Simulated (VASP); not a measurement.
VASP input:

INCAR:
```
ALGO = Normal
EDIFF = 1E-6
EDIFFG = -0.02
ENCUT = 500
IBRION = 2
ISIF = 3
ISMEAR = 1
LASPH = .True.
LCHARG = .False.
LMAXMIX = 4
LMIXTAU = .True.
LREAL = .False.
LWAVE = .False.
METAGGA = R2SCAN
NELM = 100
NSW = 40
PREC = Accurate
PSTRESS = 100
SIGMA = 0.1
SYSTEM = Te
```

File POSCAR:
```
Te
1
    2.0194327236    -3.4977584461     0.0000000000
    2.0194327236     3.4977584461    -0.0000000000
    0.0000000000     0.0000000000     5.9673778385
Te
3
Direct
  0.9999999998   0.2971848094   0.6666670000
  0.7028151909   0.7028151909   0.0000000000
  0.2971848094   0.9999999998   0.3333330000
```

**KPOINTS**
```
kpoints
0
G
  9 9 5
0 0 0
```

POTCAR, in this order: Te (PBE.64 set). Program: vasp_std.

Question: Write an equivalent input for Ansatz.

Answer: One equivalent input (not run):
Ansatz 0.2 input:
```yaml
crystal:
  lattice:
    - [2.0194327, -3.4977584, 0.0000000]
    - [2.0194327, 3.4977584, 0.0000000]
    - [0.0000000, 0.0000000, 5.9673778]
  atoms:
    - { symbol: Te, position: [1.0000000, 0.2971848, 0.6666670] }
    - { symbol: Te, position: [0.7028152, 0.7028152, 0.0000000] }
    - { symbol: Te, position: [0.2971848, 1.0000000, 0.3333330] }
kpoints:
  mp_grid: { grid: [9, 9, 5] }
hamiltonian:
  xc: r2scan
  pseudopotentials: { kind: paw }
scf:
  occupations: { method: methfessel_paxton, width: 0.1 }
  max_iter: 100
relax:
  max_steps: 40
  f_tol: 0.02
  cell: { p_target: 10 }
output: { forces: true, stress: true, eigenvalues: true }
```
What does not carry over: each code has its own PAW files, so the cut-off isn't converted (ENCUT is set for VASP's; basis.ecutwfc is left out, and Ansatz then takes the one that its files recommend); Ansatz stops its SCF on the density residual and VASP on the energy change (EDIFF).

The compound is Te in the trig structure. This run relaxes it under an external pressure of 10 GPa. Symmetry was kept, so distortions that lower it aren't found.
